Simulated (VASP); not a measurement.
Runs of VASP 6.6.1 on InAs. It takes space group F-43m (No. 216, cubic). Conventional cell: a = 6.107 Å, b = 6.107 Å, c = 6.107 Å, α = 90.00°, β = 90.00°, γ = 90.00°. Around In (site symmetry -43m) lie 4 As at 2.64 Å. As (site symmetry -43m) is surrounded by 4 In at 2.64 Å. The cell is a database's computed one.

```csv
task,level,potentials or basis,cell,k mesh,cutoff (eV),mesh quality,gap on the mesh (eV),pressure (GPa),relaxed volume (Å³/atom)
relaxation of cell and atoms,r2SCAN,"VASP PAW PBE potentials, release 64 (In_d, As)",relaxed,9 × 9 × 9,600,not flagged,0.09,0.1,28.47
relaxation of cell and atoms,PBEsol,"VASP PAW PBE potentials, release 64 (In_d, As)",relaxed,3 × 3 × 3,600,coarse,none,0.0,(a)
band structure,r2SCAN,"VASP PAW PBE potentials, release 64 (In_d, As)",as given,9 × 9 × 9,520,not flagged,0.09,0.0,-
relaxation of cell and atoms,LDA,"VASP PAW LDA potentials, release 64 (In_d, As)",relaxed,5 × 5 × 5,300,not flagged,none,-0.1,27.41
```

Alike in all rows: no spin polarisation; smearing gaussian 0.02 eV.

Q: Fill in the values left out.

A: (a) 29.15.

Caveats: some runs use coarse meshes; the PAW data sets were made with another functional, which shifts forces and pressure a little (some runs); spin-orbit coupling is left out, which moves the levels of the heavy elements (some runs); this crystal is a semiconductor, whose small gap the functional closes, so the metal is an error of the method (some runs); an odd mesh through Γ misses points on the zone boundary, where band edges often lie (some runs).

A k mesh can miss the band edges, and the runs leave out spin-orbit coupling on As, In.

A gap of «none» marks a metal or a gap under the smearing width.

Not every run made on this cell is shown here.
